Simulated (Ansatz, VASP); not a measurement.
# GaSi2P: VASP beside Ansatz

Wanted: the spread between two codes on one cell, functional and k mesh. The cell is generated by rule, not measured, and may not be a known phase. The cell is taken from a series of runs on this material, whose earlier steps may have relaxed, scaled, displaced or heated it; both programs get it as it stands.

Method: plane waves, with VASP 6.6.1 beside it; G0W0 gap at PBEsol, in Ansatz 0.2.0.

The structure was built from a prototype and need not be the compound's stable phase.

## 1. The structure

The structure is orthorhombic, space group Pmn2_1 (No. 31). The conventional cell has a = 3.842 Å, b = 7.684 Å, c = 5.438 Å, α = 90.00°, β = 90.00°, γ = 90.00°. Nearest to Ga lie 3 P at 2.37 Å and 1 Si at 2.41 Å. Nearest to P lie 1 Si at 2.27 Å and 3 Ga at 2.37 Å. Nearest to Si lie 1 P at 2.27 Å and 3 Si at 2.35 Å. Nearest to Si lie 3 Si at 2.35 Å and 1 Ga at 2.41 Å. It derives from GaP. Farther neighbours are not listed.

## 2. Ansatz: G0W0 gap, PBEsol

Ansatz runs on its PAW soft_1 files.

Quasiparticle shifts depend on high empty states and on the cores, so they are the hardest test of two PAW sets.

input.yaml reads:

```yaml
crystal:
  lattice:
    - [3.8421518345, 0.0, 0.0]
    - [0.0, 5.4375237944, -2.7723e-06]
    - [0.0, -3.9206e-06, 7.6837636921]
  atoms:
    - { symbol: Ga, position: [0.0, 0.0105496704, 0.1195673502] }
    - { symbol: P, position: [0.5, 0.265858094, 0.1263065093] }
    - { symbol: Ga, position: [0.5, 0.5105497565, 0.3815072346] }
    - { symbol: P, position: [0.0, 0.7658580403, 0.374768288] }
    - { symbol: Si, position: [0.0, -0.0124346698, 0.6251886117] }
    - { symbol: Si, position: [0.5, 0.2360271927, 0.62751969] }
    - { symbol: Si, position: [0.5, 0.4875649328, 0.8758864662] }
    - { symbol: Si, position: [0.0, 0.736026983, 0.8735545645] }
kpoints:
  mp_grid: { grid: [4, 4, 2] }
hamiltonian:
  xc: pbesol
  pseudopotentials: { kind: paw, azcp: { folder: soft_1 }, xc_functional: pbe }
scf:
  occupations: { method: fixed }
gw:
  n_empty_bands: 311
  ecut_chi: 90.0
  qp_bands: [v2, c2]
  qp_kpoints: band_edges
  screening: { model: contour_deformation }
```

The run is started by

```bash
$ ansatz run input.yaml --threads 4 --pin off --max-ram 17510MiB --backend cpu --events-out ev --progress --plain --runs-dir out
```

Numbers of over 12 decimals in the logs are rounded to 6 here.

What it wrote:

```text
Warning: the atoms were moved onto the symmetric positions of the space group found under crystal.symmetry.tolerance 1.0e-5 (fractional; no operation is sought that the atoms, as they stand in a round, miss by more than twice it, and no atom is moved by as much as it), and the run uses the moved positions. Before a round's move an operation carried an atom to 3.75e-6 Å from where it should land, the largest such dist [...]
Engine: ansatz 0.2.0, aarch64-unknown-linux-gnu
Pseudopotentials: kind: paw
Pseudopotential: Ga, paw, valence charge 13, recommended cutoff 420 eV (normal), soft_1/Ga.paw.azcp
Pseudopotential: P, paw, valence charge 5, recommended cutoff 420 eV (normal), soft_1/P.paw.azcp
Pseudopotential: Si, paw, valence charge 4, recommended cutoff 420 eV (normal), soft_1/Si.paw.azcp
Functional definition: PBEsol
  exchange = pbesol_x
  correlation = pbesol_c
Crystal: 8 atoms, lattice volume = 160.528 Å³
Basis set: ecut = 420 eV, 3115 PW (Γ)
Bands: 34, of which v1, the nominal top of the filled ones, is band 26 counted from 1 (25 counted from 0)
Symmetry: 4 space group operations
Space group: Pmn21 (ITA 31), of the structure as read, at distance tolerance 5.4e-5 Å
k-points: 18 of 32 (time reversal used)
Non-local potential: Ga, projectors of the file, l = 0: 2, l = 1: 2, l = 2: 3, l = 3: 1
Non-local potential: P, projectors of the file, l = 0: 2, l = 1: 2, l = 2: 1
Non-local potential: Si, projectors of the file, l = 0: 2, l = 1: 2, l = 2: 1
PAW form: soft (Blöchl's): semilocal exchange-correlation on the pseudo side does not see the compensation charge
PAW frozen core: Ga, regenerated for the run's functional, and the local potential with it (the file was generated under x = pbe(κ = 0.804, μ = 0.219515), c = pbe(β = 0.066725))
[...]
Initial wavefunctions: pseudopotential atomic-orbital guess
Functional: x = pbesol(κ = 0.804, μ = 0.123457), c = pbesol(β = 0.046)
SCF iter   1: F=—  HF=-11454.510810 eV  |F-HF|=—  |Δ(HF+E_count)|=         —  Δρ=4.58e-2  dr2=3.17e0  ethr=3.10e-3  ⟨swp⟩=5.8  Hψ=2497  notcnv=0  defer=89
preconditioner: auto → Resta (q_TF=auto, 2.261 Å⁻¹)  ε∞=4.2  [insulator: Δε(μ)=1.079 eV  Ē_g=11.759 eV  n_scr=32 (ndim 8)  ℏωp=21.1 eV  f_vac=0.000  ε∞_Penn≈4.2]
SCF iter   2: F=—  HF=-11453.890489 eV  |F-HF|=—  |Δ(HF+E_count)|=   6.20e-1  Δρ=2.64e-2  dr2=9.52e-1  ethr=3.10e-3  ⟨swp⟩=2.6  Hψ=900  notcnv=0  defer=98
SCF iter   3: F=—  HF=-11453.685896 eV  |F-HF|=—  |Δ(HF+E_count)|=   2.05e-1  Δρ=5.62e-3  dr2=4.00e-2  ethr=1.83e-3  ⟨swp⟩=2.2  Hψ=1036  notcnv=0  defer=100
SCF iter   4: F=—  HF=-11453.652051 eV  |F-HF|=—  |Δ(HF+E_count)|=   3.38e-2  Δρ=1.87e-3  dr2=7.90e-3  ethr=7.70e-5  ⟨swp⟩=3.0  Hψ=1097  notcnv=0  defer=108
SCF iter   5: F=—  HF=-11453.652402 eV  |F-HF|=—  |Δ(HF+E_count)|=   3.52e-4  Δρ=7.43e-4  dr2=1.02e-3  ethr=1.52e-5  ⟨swp⟩=2.0  Hψ=1071  notcnv=0  defer=108
SCF iter   6: F=—  HF=-11453.653311 eV  |F-HF|=—  |Δ(HF+E_count)|=   9.09e-4  Δρ=1.36e-4  dr2=3.38e-5  ethr=1.96e-6  ⟨swp⟩=2.3  Hψ=936  notcnv=0  defer=108
SCF iter   7: F=—  HF=-11453.653341 eV  |F-HF|=—  |Δ(HF+E_count)|=   3.01e-5  Δρ=2.35e-5  dr2=9.10e-7  ethr=6.50e-8  ⟨swp⟩=2.4  Hψ=1063  notcnv=0  defer=108
SCF iter   8: F=—  HF=-11453.653342 eV  |F-HF|=—  |Δ(HF+E_count)|=   1.35e-6  Δρ=7.64e-6  dr2=1.10e-7  ethr=1.92e-10  ⟨swp⟩=14.7  Hψ=3448  notcnv=0
SCF iter   9: F=-11453.653342 eV  HF=-11453.653342 eV  |F-HF|=2.22e-9  |Δ(HF+E_count)|=   6.61e-8  Δρ=1.76e-6  dr2=1.09e-8  ethr=1.92e-10  ⟨swp⟩=2.4  Hψ=1173  notcnv=0
SCF 1 converged in 9 iterations: F = -11453.653342 eV  dr2 = 1.09e-8
  greatest PAW one-centre occupation: 0.994 electrons in one spin orbital (limit 2), on the Ga atom at site 0 (counted from 0), in its partial waves of l = 2
NSCF: frozen V_eff on 18 k-points
G₀W₀ screening: q 1/18
[... further progress lines ...]
SCF converged after 9 iterations
Free energy (F): -11453.653342 eV
Harris-Foulkes:  -11453.653342 eV  (|F-HF|=2.22e-9)
Internal energy: -11453.653342 eV  (E = F + TS)
E sigma→0 (E₀):  -11453.653342 eV
Fermi energy:    6.753968 eV
--- Per-component energies (eV) ---
  E_band       = -110.832151
  E_kinetic    = 524.927359
  E_local      = -4168.330096  (includes V_loc(G=0)·N_el)
  E_nonlocal   = -27.788741
  E_hartree    = 2410.979847
  E_xc         = -494.189329
  E_vxc        = -426.172397  (∫ρ·V_xc dr)
  E_paw        = -6981.215904  (= ΣΔE_a)
  E_vpaw       = -835.423208  (= ΣTr[D̂ρ^β])
  E_aug_tail   = -0.000262  (compensation charges beyond the density's cutoff)
  E_ewald      = -2719.980611
  E_core_change = 1.944393  (= ΣΔE_core)
  E_smearing   = -0.000000  (= −TS)
  E_closure    = 0.000000  (closes the sum)
  Σ components = -11453.653342   (vs F -11453.653342, Δ=0.00e0)
--- Band table (eV; the first three rows and the last of 18) ---
  k-point 0: bands = [... 22 lower, 5.4134, 6.6228, 6.7162, 6.7540, 7.5876, 7.7311, 8.8295, 9.4929, ... 4 higher]
  k-point 1: bands = [... 22 lower, 5.0243, 5.3762, 6.2601, 6.5199, 7.9258, 8.4173, 9.6512, 9.7666, ... 4 higher]
  k-point 2: bands = [... 22 lower, 5.2796, 5.4755, 6.0088, 6.1067, 7.5653, 8.4262, 8.6148, 9.2154, ... 4 higher]
  k-point 17: bands = [... 22 lower, 4.4431, 4.4431, 4.7542, 4.7542, 9.6565, 9.6565, 9.9452, 9.9452, ... 4 higher]
--- G₀W₀: contour deformation, 7 samples at zero and on the imaginary axis and 1 off it, 32 q-points, 311 empty bands' worth ---
  eigenvalues of the whole cell's RPA ε∞ on this k-mesh (on a slab, of 1 + 4πα/V) = 14.2649, 16.5965, 17.7437; static W/v taken at q = 0 is 0.060119
  bands read: the sum over 337 bands ends inside a degenerate multiplet in 10 slots, whose members it reads at an even weight; the widest, k=4: bands 337 to 338 (counted from 1) at 1/2 each
  gw.qp_kpoints: band_edges: 11 of 18 stored k-points solved, in 1 pass; an edge of the gap read off the rows below is read off those points alone
    valence top: of the k-points left out ik 3 came nearest to being solved in a further pass, in band 26 (counted from 1, as in the quasiparticle table): it holds the edge there only if its correction is more favourable than any solved in that band by at least 0.688 eV; those differ by 0.053 eV
    conduction bottom: of the k-points left out ik 3 came nearest to being solved in a further pass, in band 27 (counted from 1, as in the quasiparticle table): it holds the edge there only if its correction is more favourable than any solved in that band by at least 0.561 eV; those differ by 0.191 eV
    ik  band        ε_KS         Σx   Σc(E_QP)       V_xc       Z   E_QP_lin       E_QP  E_QP is
     0    25      6.7162   -15.5910     1.0260   -14.2502  0.7648     6.4005     6.4013  root
     0    26      6.7540   -15.6608     1.1936   -14.1253  0.7625     6.4110     6.4121  root
     0    27      7.5876    -6.4283    -3.8427   -10.4323  0.7793     7.7492     7.7489  root
     0    28      7.7311    -6.7707    -3.8986   -10.8886  0.7775     7.9509     7.9504  root
     1    25      6.2601   -16.4577     1.4516   -14.6582  0.7600     5.9109     5.9122  root
     1    26      6.5199   -15.1557     1.2413   -13.5631  0.7597     6.1673     6.1686  root
     1    27      7.9258    -6.1746    -3.9857   -10.3552  0.7743     8.1212     8.1207  root
     1    28      8.4173    -6.9262    -4.0298   -11.1797  0.7786     8.6416     8.6410  root
     2    25      6.0088   -14.7434     1.2444   -13.1636  0.7602     5.6721     5.6734  root
     2    26      6.1067   -15.1439     1.3511   -13.4422  0.7584     5.7546     5.7560  root
     2    27      7.5653    -6.7566    -3.8090   -10.7565  0.7779     7.7566     7.7563  root
     2    28      8.4262    -6.4824    -4.1075   -10.8209  0.7742     8.6578     8.6572  root
     4    25      5.8496   -15.0244     1.3434   -13.3167  0.7587     5.4838     5.4853  root
     4    26      5.8496   -15.0244     1.3434   -13.3167  0.7587     5.4838     5.4853  root
     4    27      7.7783    -7.6336    -3.8175   -11.6802  0.7746     8.0080     8.0075  root
     4    28      7.7783    -7.6336    -3.8175   -11.6802  0.7746     8.0080     8.0075  root
     6    25      5.2088   -14.7825     1.4252   -13.0183  0.7540     4.8683     4.8699  root
     6    26      6.3893   -15.1613     1.2060   -13.6203  0.7625     6.0532     6.0544  root
     6    27      8.1098    -6.8236    -3.9578   -11.0043  0.7761     8.3334     8.3327  root
     6    28      8.7144    -7.4017    -3.9705   -11.5830  0.7688     8.9258     8.9252  root
     7    25      5.1672   -15.0182     1.5556   -13.0923  0.7535     4.7951     4.7970  root
     7    26      5.1998   -14.6286     1.5087   -12.7493  0.7522     4.8273     4.8292  root
     7    27      8.1477    -7.1329    -3.7743   -11.1078  0.7765     8.3488     8.3483  root
     7    28      8.1511    -7.2291    -3.7862   -11.2581  0.7777     8.3946     8.3940  root
[...]
15    25      4.6293   -14.9695     1.7894   -12.7918  0.7450     4.2384     4.2409  root
    15    26      4.6293   -14.9695     1.7894   -12.7918  0.7450     4.2384     4.2409  root
    15    27      8.4137    -6.8283    -3.9188   -10.9703  0.7773     8.6375     8.6369  root
    15    28      8.4137    -6.8283    -3.9188   -10.9703  0.7773     8.6375     8.6369  root
    16    25      5.5445   -15.3200     1.5724   -13.3744  0.7548     5.1695     5.1713  root
    16    26      5.5445   -15.3200     1.5724   -13.3744  0.7548     5.1695     5.1713  root
    16    27      8.1520    -8.8049    -3.9093   -13.0486  0.7735     8.4878     8.4866  root
    16    28      8.1520    -8.8049    -3.9093   -13.0486  0.7735     8.4878     8.4866  root
```

In the SCF lines HF is the Harris–Foulkes energy and dr2 the Hartree energy of the density residual, in eV; the loop may stop once dr2 is under the threshold and the program's other checks hold. Hψ counts applications of the Hamiltonian.

(Continued in part 2 of 2.)

[Lines on the potential files, build, host, timing and source positions are cut from VASP's logs without a mark.]

[Logs are printed without paths, hosts, clocks, repeated set-up lines and the standing remarks that a program may print on its own settings, such as how far it seeks lower states.]

[Hosts, paths, dates, database ids (printed as entryN), source tags and the programs' standing remarks are cut or masked in the printed files.]
